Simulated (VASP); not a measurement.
```
ZnSe
1.0
    0.00000     2.79532     2.79532
    2.79532     0.00000     2.79532
    2.79532     2.79532     0.00000
Zn Se
1 1
Cartesian
  0.00000   0.00000   0.00000
  1.39766   1.39766   1.39766
```

All values below come from TPSS meta-GGA, VASP's PBE PAW potentials (set 64) (plane waves; VASP 6.6.1). Numerical set-up: 520 eV cut-off, 8×8×8 Γ-centred mesh, Gaussian smearing of 0.050 eV, potentials Zn Se.

Q: What does the run give for the energy per atom (σ→0), pressure, band gap (on the k-mesh) with the smallest direct gap where there is one?

A: 
```
Quantity                                      Result
-----------------------------------  ---------------
band gap (on the k-mesh)                     1.65 eV
smallest direct gap (on the k-mesh)          1.65 eV
energy per atom (σ→0)                -11066 meV/atom
pressure                                    4.27 GPa
```

The compound is ZnSe in the zinc blende structure. This cell is one point of a volume scan, at 0.94 of the reference volume.
